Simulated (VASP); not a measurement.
These are LDA (Ceperley-Alder, Perdew-Zunger), VASP's LDA PAW potentials (set 64) (plane waves; VASP) values and carry that method's errors.

VASP ran on this input.

KPOINTS:
```
kpoints
0
G
  9 9 9
0 0 0
```

### INCAR
```
ALGO = Normal
EDIFF = 1E-8
ENCUT = 400
ISMEAR = 0
LASPH = .TRUE.
LCHARG = .FALSE.
LEPSILON = .TRUE.
LREAL = .FALSE.
LWAVE = .FALSE.
NELM = 100
PREC = Accurate
SIGMA = 0.01
SYSTEM = MgS
```

**POSCAR**
```
MgS
1
    0.0000000000     2.5587185624     2.5587185624
    2.5587185624     0.0000000000     2.5587185624
    2.5587185624     2.5587185624     0.0000000000
Mg S
1 1
Direct
  0.0000000000   0.0000000000   0.0000000000
  0.5000000000   0.5000000000   0.5000000000
```

POTCAR, in this order: Mg S (LDA.64 set). Program: vasp_std.

The resulting files:

File OSZICAR:
```
...
  Direction:   3
       N       E                     dE             d eps       ncg     rms
RMM:   1    -0.273241510471E+02   -0.27324E+02    0.77436E+01  1226   0.545E+01
RMM:   2    -0.227551242975E+02    0.45690E+01   -0.26528E+00   907   0.113E+01
RMM:   3    -0.227520947611E+02    0.30295E-02   -0.54286E-02   918   0.173E+00
RMM:   4    -0.227521570681E+02   -0.62307E-04   -0.76851E-04   965   0.231E-01
RMM:   5    -0.227521727005E+02   -0.15632E-04   -0.25798E-05   956   0.378E-02
RMM:   6    -0.227521732523E+02   -0.55178E-06   -0.72825E-07   979   0.656E-03
RMM:   7    -0.227521732815E+02   -0.29192E-07   -0.38038E-07   969   0.122E-03
RMM:   8    -0.227521732767E+02    0.47668E-08    0.21079E-07   839   0.246E-04
RMM:   9    -0.227521732599E+02    0.16830E-07   -0.20299E-08   678   0.672E-05
RMM:  10    -0.227521732599E+02    0.14424E-10   -0.12601E-11   564   0.423E-05
 Linear response to external field (no local field effect), progress :
  Direction:   1
       N       E                     dE             d eps       ncg     rms          rms(c)
RMM:   1    -0.568435882612E+00   -0.56844E+00   -0.22270E+00  1198   0.377E+00
RMM:   2    -0.577269348173E+00   -0.88335E-02   -0.79781E-03   929   0.626E-01
RMM:   3    -0.577338358753E+00   -0.69011E-04   -0.11635E-04   917   0.696E-02
RMM:   4    -0.577339584572E+00   -0.12258E-05   -0.21948E-06   955   0.954E-03
RMM:   5    -0.577339609364E+00   -0.24791E-07   -0.57660E-08   915   0.129E-03
RMM:   6    -0.577339610254E+00   -0.89030E-09   -0.24925E-09   817   0.207E-04
 Linear response to external field (no local field effect), progress :
  Direction:   2
       N       E                     dE             d eps       ncg     rms          rms(c)
RMM:   1    -0.570350233206E+00   -0.57035E+00   -0.22360E+00  1193   0.372E+00
RMM:   2    -0.578849846703E+00   -0.84996E-02   -0.82285E-03   939   0.620E-01
RMM:   3    -0.578908699918E+00   -0.58853E-04   -0.11201E-04   922   0.685E-02
RMM:   4    -0.578909794515E+00   -0.10946E-05   -0.20122E-06   976   0.912E-03
RMM:   5    -0.578909814448E+00   -0.19933E-07   -0.48184E-08   923   0.122E-03
RMM:   6    -0.578909815362E+00   -0.91350E-09   -0.15136E-09   832   0.192E-04
 Linear response to external field (no local field effect), progress :
  Direction:   3
       N       E                     dE             d eps       ncg     rms          rms(c)
RMM:   1    -0.284161224905E+00   -0.28416E+00   -0.90661E-01  1158   0.291E+00
RMM:   2    -0.287181228841E+00   -0.30200E-02   -0.51951E-03   914   0.494E-01
RMM:   3    -0.287213860024E+00   -0.32631E-04   -0.10986E-04   901   0.607E-02
RMM:   4    -0.287214570264E+00   -0.71024E-06   -0.22481E-06   937   0.866E-03
RMM:   5    -0.287214582699E+00   -0.12435E-07   -0.69765E-08   855   0.117E-03
RMM:   6    -0.287214582913E+00   -0.21407E-09   -0.28156E-09   714   0.197E-04
 Linear response to external field, progress :
  Direction:   1
       N       E                     dE             d eps       ncg     rms          rms(c)
RMM:   1    -0.474504813838E+00   -0.47450E+00   -0.17918E+00  2530   0.346E+00
RMM:   2    -0.481097788198E+00   -0.65930E-02   -0.71572E-03  1966   0.577E-01    0.142E+00
RMM:   3    -0.437231699312E+00    0.43866E-01   -0.48935E-02  1849   0.121E+00    0.704E-01
RMM:   4    -0.443788781515E+00   -0.65571E-02   -0.22954E-02  1946   0.861E-01    0.208E-01
RMM:   5    -0.452611183919E+00   -0.88224E-02   -0.11252E-03  1928   0.250E-01    0.544E-02
RMM:   6    -0.452571142822E+00    0.40041E-04   -0.23297E-05  2020   0.381E-02    0.360E-02
RMM:   7    -0.452848792372E+00   -0.27765E-03   -0.49172E-05  1944   0.408E-02    0.122E-02
RMM:   8    -0.452920377923E+00   -0.71586E-04   -0.28766E-06  1955   0.121E-02    0.483E-03
RMM:   9    -0.452906310167E+00    0.14068E-04    0.22769E-07  2100   0.218E-03    0.161E-03
RMM:  10    -0.452920002438E+00   -0.13692E-04    0.14032E-06  2094   0.460E-04    0.557E-04
RMM:  11    -0.452918983142E+00    0.10193E-05    0.47875E-07  2009   0.192E-04    0.241E-04
RMM:  12    -0.452919490381E+00   -0.50724E-06    0.93963E-07  1105   0.627E-05    0.521E-05
RMM:  13    -0.452919584255E+00   -0.93875E-07   -0.20909E-09   419   0.474E-05    0.197E-05
RMM:  14    -0.452919574841E+00    0.94146E-08   -0.69988E-09   344   0.515E-05    0.183E-06
 Linear response to external field, progress :
  Direction:   2
       N       E                     dE             d eps       ncg     rms          rms(c)
RMM:   1    -0.474200311515E+00   -0.47420E+00   -0.17887E+00  2537   0.347E+00
RMM:   2    -0.481101273016E+00   -0.69010E-02   -0.71101E-03  1967   0.580E-01    0.142E+00
RMM:   3    -0.437231752755E+00    0.43870E-01   -0.48863E-02  1852   0.120E+00    0.704E-01
RMM:   4    -0.443783517136E+00   -0.65518E-02   -0.22879E-02  1950   0.861E-01    0.208E-01
RMM:   5    -0.452606963751E+00   -0.88234E-02   -0.11278E-03  1927   0.250E-01    0.541E-02
RMM:   6    -0.452569210645E+00    0.37753E-04   -0.23693E-05  2033   0.383E-02    0.355E-02
RMM:   7    -0.452850101744E+00   -0.28089E-03   -0.48258E-05  1958   0.404E-02    0.120E-02
RMM:   8    -0.452921027338E+00   -0.70926E-04   -0.29534E-06  1973   0.120E-02    0.468E-03
RMM:   9    -0.452907036036E+00    0.13991E-04   -0.68250E-07  2118   0.215E-03    0.152E-03
RMM:  10    -0.452920774624E+00   -0.13739E-04    0.86029E-09  2112   0.457E-04    0.518E-04
RMM:  11    -0.452919729810E+00    0.10448E-05   -0.21863E-07  2026   0.187E-04    0.221E-04
RMM:  12    -0.452920271168E+00   -0.54136E-06   -0.69473E-08  1091   0.613E-05    0.486E-05
RMM:  13    -0.452920354065E+00   -0.82897E-07    0.35155E-09   447   0.454E-05    0.189E-05
RMM:  14    -0.452920346248E+00    0.78171E-08   -0.49380E-10   295   0.485E-05    0.170E-06
 Linear response to external field, progress :
  Direction:   3
       N       E                     dE             d eps       ncg     rms          rms(c)
RMM:   1    -0.474242418500E+00   -0.47424E+00   -0.17891E+00  2534   0.347E+00
RMM:   2    -0.481100338383E+00   -0.68579E-02   -0.71220E-03  1967   0.580E-01    0.142E+00
RMM:   3    -0.437234301829E+00    0.43866E-01   -0.48891E-02  1853   0.120E+00    0.704E-01
RMM:   4    -0.443782032409E+00   -0.65477E-02   -0.22861E-02  1949   0.860E-01    0.208E-01
RMM:   5    -0.452607670941E+00   -0.88256E-02   -0.11257E-03  1927   0.250E-01    0.541E-02
RMM:   6    -0.452569719912E+00    0.37951E-04   -0.23588E-05  2033   0.382E-02    0.355E-02
RMM:   7    -0.452849638832E+00   -0.27992E-03   -0.47888E-05  1955   0.402E-02    0.120E-02
RMM:   8    -0.452920980023E+00   -0.71341E-04   -0.31998E-06  1973   0.119E-02    0.468E-03
RMM:   9    -0.452907087682E+00    0.13892E-04   -0.14193E-06  2119   0.213E-03    0.153E-03
RMM:  10    -0.452920753405E+00   -0.13666E-04    0.14633E-06  2108   0.455E-04    0.521E-04
RMM:  11    -0.452919736823E+00    0.10166E-05    0.61006E-08  2038   0.188E-04    0.221E-04
RMM:  12    -0.452920271959E+00   -0.53514E-06    0.48310E-07  1083   0.598E-05    0.491E-05
RMM:  13    -0.452920357217E+00   -0.85258E-07    0.12082E-12   446   0.456E-05    0.187E-05
RMM:  14    -0.452920345802E+00    0.11415E-07    0.26378E-08   309   0.493E-05    0.174E-06
```

### OUTCAR
```
------------------------ aborting loop because EDIFF is reached ----------------------------------------

 HEAD OF MICROSCOPIC STATIC DIELECTRIC TENSOR (INDEPENDENT PARTICLE, excluding Hartree and local field effects)
 ------------------------------------------------------
           6.197365     0.000000    -0.000000
           0.000000     6.197365     0.000000
          -0.000000     0.000000     6.197365
 ------------------------------------------------------

 MACROSCOPIC STATIC DIELECTRIC TENSOR (including local field effects in DFT)
 ------------------------------------------------------
           5.550522     0.000000     0.000000
          -0.000000     5.550522     0.000000
          -0.000000    -0.000000     5.550522
 ------------------------------------------------------

 PIEZOELECTRIC TENSOR (including local field effects)  for field in x, y, z        (e  Angst)
          XX          YY          ZZ          XY          YZ          ZX
  --------------------------------------------------------------------------------
  x     0.00000     0.00000     0.00000     0.00000     0.00000     0.00000
  y     0.00000     0.00000     0.00000     0.00000     0.00000     0.00000
  z     0.00000     0.00000     0.00000     0.00000     0.00000     0.00000

 PIEZOELECTRIC TENSOR (including local field effects)  for field in x, y, z        (C/m^2)
          XX          YY          ZZ          XY          YZ          ZX
  --------------------------------------------------------------------------------
  x     0.00000     0.00000     0.00000     0.00000     0.00000     0.00000
  y     0.00000     0.00000     0.00000     0.00000     0.00000     0.00000
  z     0.00000     0.00000     0.00000     0.00000     0.00000     0.00000

 BORN EFFECTIVE CHARGES (including local field effects) (in |e|, cummulative output)
 ---------------------------------------------------------------------------------
 ion    1
    1     2.28432    -0.00000     0.00000
    2    -0.00000     2.28432     0.00000
    3     0.00000     0.00000     2.28432
 ion    2
    1    -2.28432     0.00000    -0.00000
    2     0.00000    -2.28432     0.00000
    3     0.00000    -0.00000    -2.28432
```
(Selected blocks of OUTCAR.)

The compound is MgS in the rock salt structure. It was relaxed first.
